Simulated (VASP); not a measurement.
Consider the following.

```
B
1.0
    0.00000     1.42822     1.42822
    1.42822     0.00000     1.42822
    1.42822     1.42822     0.00000
B
1
Direct
  0.00000   0.00000   0.00000
```

Method: PBEsol GGA, VASP's PBE PAW potentials (set 64) (plane waves; VASP 6.6.1). Numerical set-up: 520 eV cut-off, 24×24×24 Γ-centred mesh, tetrahedra with Blöchl corrections, potentials B.

Task: Estimate the energy per atom (σ→0), band gap (on the k-mesh) with the smallest direct gap where there is one.

Result: 
```json
{
 "band gap (on the k-mesh)": "none (metal, semimetal or under 0.01 eV)",
 "energy per atom (σ→0)": "-5.756 eV/atom"
}
```

The structure was generated: B was put into the fcc type (Fm-3m), which need not be its known phase. It was relaxed first.
